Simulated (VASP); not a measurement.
Output of a VASP run:

**OUTCAR**
```
 ion  position               nearest neighbor table
   1  0.333  0.667  0.250-   2 2.79   2 2.79   2 2.79   2 2.79   2 2.79   2 2.79
   2  0.667  0.333  0.750-   1 2.79   1 2.79   1 2.79   1 2.79   1 2.79   1 2.79
  LATTYP: Found a hexagonal cell.
 ALAT       =     2.6478892440
 C/A-ratio  =     1.7591932922
 Subroutine PRICEL returns:
 Original cell was already a primitive cell.
 Subroutine GETGRP returns: Found 24 space group operations
The static configuration has the point symmetry D_3d.
 The point group associated with its full space group is D_6h.
The dynamic configuration has the point symmetry D_3d.
 Subroutine INISYM returns: Found 24 space group operations
 Subroutine IBZKPT returns following result:
 Found    120 irreducible k-points:

 Following reciprocal coordinates:
            Coordinates               Weight
  0.000000  0.000000  0.000000      1.000000
  0.071429  0.000000  0.000000      6.000000
  0.142857  0.000000  0.000000      6.000000
  0.214286  0.000000  0.000000      6.000000
  0.285714 -0.000000  0.000000      6.000000
  0.357143  0.000000  0.000000      6.000000
  0.428571  0.000000  0.000000      6.000000
  0.500000 -0.000000  0.000000      3.000000
  0.071429  0.071429  0.000000      6.000000
  0.142857  0.071429  0.000000     12.000000
  0.214286  0.071429  0.000000     12.000000
  0.285714  0.071429  0.000000     12.000000
  0.357143  0.071429  0.000000     12.000000
  0.428571  0.071429  0.000000     12.000000
  0.142857  0.142857  0.000000      6.000000
  0.214286  0.142857  0.000000     12.000000
  0.285714  0.142857  0.000000     12.000000
  0.357143  0.142857  0.000000     12.000000
  0.428571  0.142857  0.000000      6.000000
  0.214286  0.214286  0.000000      6.000000
  0.285714  0.214286  0.000000     12.000000
  0.357143  0.214286  0.000000     12.000000
  0.285714  0.285714  0.000000      6.000000
  0.357143  0.285714  0.000000      6.000000
  0.000000  0.000000  0.125000      2.000000
  0.071429  0.000000  0.125000     12.000000
  0.142857  0.000000  0.125000     12.000000
  0.214286  0.000000  0.125000     12.000000
  0.285714 -0.000000  0.125000     12.000000
  0.357143  0.000000  0.125000     12.000000
  0.428571  0.000000  0.125000     12.000000
  0.500000 -0.000000  0.125000      6.000000
  0.071429  0.071429  0.125000     12.000000
  0.142857  0.071429  0.125000     24.000000
  0.214286  0.071429  0.125000     24.000000
  0.285714  0.071429  0.125000     24.000000
  0.357143  0.071429  0.125000     24.000000
  0.428571  0.071429  0.125000     24.000000
  0.142857  0.142857  0.125000     12.000000
  0.214286  0.142857  0.125000     24.000000
   k-points           NKPTS =    120   k-points in BZ     NKDIM =    120   number of bands    NBANDS=     16
   number of dos      NEDOS =    301   number of ions     NIONS =      2
   total plane-waves  NPLWV =  14400
   dimension x,y,z NGX =    20 NGY =   20 NGZ =   36
   dimension x,y,z NGXF=    40 NGYF=   40 NGZF=   72
   ions per type =               2
   PREC   = accura    normal or accurate (medium, high low for compatibility)
   ISTART =      0    job   : 0-new  1-cont  2-samecut
   ICHARG =      2    charge: 1-file 2-atom 10-const
   ISPIN  =      1    spin polarized calculation?
   LNONCOLLINEAR =      F non collinear calculations
   LSORBIT =      F    spin-orbit coupling
   INIWAV =      1    electr: 0-lowe 1-rand  2-diag
   ENCUT  =  480.0 eV  35.28 Ry    5.94 a.u.   4.73  4.73  8.32*2*pi/ulx,y,z
   NELM   =    100;   NELMIN=  2; NELMDL= -5     # of ELM steps
   EDIFF  = 0.1E-06   stopping-criterion for ELM
   LREAL  =      F    real-space projection
   NLSPLINE    = F    spline interpolate recip. space projectors
   LMAXMIX     =    4 max onsite mixed and CHGCAR
   VOSKOWN=      0    Vosko Wilk Nusair interpolation
   EDIFFG = 0.1E-05   stopping-criterion for IOM
   NSW    =      0    number of steps for IOM
...
```

OSZICAR:
```
       N       E                     dE             d eps       ncg     rms          rms(c)
DAV:   1     0.753203595694E+02    0.75320E+02   -0.12685E+04  3952   0.236E+03
DAV:   2    -0.180407093084E+02   -0.93361E+02   -0.92247E+02  3928   0.300E+02
DAV:   3    -0.208025810983E+02   -0.27619E+01   -0.27584E+01  4736   0.642E+01
DAV:   4    -0.208102064555E+02   -0.76254E-02   -0.76251E-02  4640   0.341E+00
DAV:   5    -0.208102188863E+02   -0.12431E-04   -0.12431E-04  4576   0.113E-01    0.475E+00
DAV:   6    -0.182746355951E+02    0.25356E+01   -0.26788E+00  3896   0.365E+01    0.456E+00
DAV:   7    -0.177241037673E+02    0.55053E+00   -0.23742E-01  4496   0.968E+00    0.237E+00
DAV:   8    -0.177915707097E+02   -0.67467E-01   -0.97035E-02  4384   0.388E+00    0.365E-01
DAV:   9    -0.177994970158E+02   -0.79263E-02   -0.24416E-02  4000   0.180E+00    0.165E-01
DAV:  10    -0.177993508849E+02    0.14613E-03   -0.12171E-02  4888   0.207E+00    0.104E-01
DAV:  11    -0.177994638091E+02   -0.11292E-03   -0.13038E-02  4032   0.851E-01    0.836E-02
DAV:  12    -0.177992792866E+02    0.18452E-03   -0.57994E-04  4144   0.254E-01    0.100E-01
DAV:  13    -0.178012570333E+02   -0.19777E-02   -0.75729E-04  4056   0.381E-01    0.209E-02
DAV:  14    -0.178018034635E+02   -0.54643E-03   -0.25195E-04  4176   0.154E-01    0.116E-02
DAV:  15    -0.178018151807E+02   -0.11717E-04   -0.28466E-05  4544   0.647E-02    0.108E-02
DAV:  16    -0.178018115324E+02    0.36483E-05   -0.28540E-06  4048   0.255E-02    0.232E-03
DAV:  17    -0.178018100643E+02    0.14682E-05   -0.26851E-06  4168   0.115E-02    0.409E-04
DAV:  18    -0.178018097027E+02    0.36155E-06   -0.67562E-08  3232   0.429E-03    0.120E-03
DAV:  19    -0.178018107472E+02   -0.10445E-05   -0.11382E-07  3112   0.514E-03    0.325E-04
DAV:  20    -0.178018108699E+02   -0.12270E-06   -0.49094E-08  2888   0.175E-03    0.605E-05
DAV:  21    -0.178018110233E+02   -0.15345E-06   -0.22623E-09  1984   0.474E-04    0.389E-05
DAV:  22    -0.178018109622E+02    0.61133E-07   -0.10857E-09  1992   0.355E-04
   1 F= -.17801811E+02 E0= -.17801749E+02  d E =-.185940E-03
```

OUTCAR:
```
------------------------ aborting loop because EDIFF is reached ----------------------------------------
  FORCE on cell =-STRESS in cart. coord.  units (eV):
  Direction    XX          YY          ZZ          XY          YZ          ZX
  --------------------------------------------------------------------------------------
  Total        0.1740661      0.1740661      0.0158514      0.0000000      0.0000000      0.0000000
  in kB        9.8600953      9.8600990      0.8979159      0.0000000      0.0000000      0.0000000
  external PRESSURE =       6.8727034 kB  Pullay stress =       0.0000000 kB
  volume of cell :       28.28
      direct lattice vectors                 reciprocal lattice vectors
     1.323944440 -2.293139457  0.000000000     0.377659352 -0.218041689  0.000000000
     1.323944440  2.293139457  0.000000000     0.377659352  0.218041689  0.000000000
     0.000000000  0.000000000  4.658148997     0.000000000  0.000000000  0.214677547
 POSITION                                       TOTAL-FORCE (eV/Angst)
 -----------------------------------------------------------------------------------
      1.32394      0.76438      1.16454         0.000000     -0.000000      0.000000
      1.32394     -0.76438      3.49361        -0.000000      0.000000      0.000000
 -----------------------------------------------------------------------------------
    total drift:                                0.000000      0.000063      0.000004
  FREE ENERGIE OF THE ION-ELECTRON SYSTEM (eV)
  ---------------------------------------------------
  free  energy   TOTEN  =       -17.8018109622 eV

  energy  without entropy=      -17.8016250223  energy(sigma->0) =      -17.80174898
```
(Selected blocks of OUTCAR.)

File POSCAR:
```
Zn
1
    1.3239444404    -2.2931394566     0.0000000000
    1.3239444404     2.2931394566    -0.0000000000
   -0.0000000000     0.0000000000     4.6581489966
Zn
2
Direct
  0.3333330000   0.6666670000   0.2500000000
  0.6666670000   0.3333330000   0.7500000000
```

Question: Write an INCAR and KPOINTS that could have produced this output.

Answer: One answer among several that fit: the input of the run itself, r2SCAN meta-GGA, plane waves, VASP's PBE PAW potentials (set 64).

### KPOINTS
```
Regular mesh
0
gamma
14 14 8
```

**INCAR**
```
SYSTEM = Zn
PREC = Accurate; ENCUT = 480; LREAL = .FALSE.
LASPH = .TRUE.
EDIFF = 1E-7; NELM = 100; ALGO = Normal
LMAXMIX = 4; LMIXTAU = .TRUE.
ISMEAR = 1; SIGMA = 0.1
METAGGA = R2SCAN
ISIF = 2
LWAVE = .FALSE.; LCHARG = .FALSE.
```

POTCAR, in this order: Zn (PBE.64 set). Program: vasp_std.

The compound is Zn in the hcp structure. It was relaxed first, which changed the volume by -7 %.
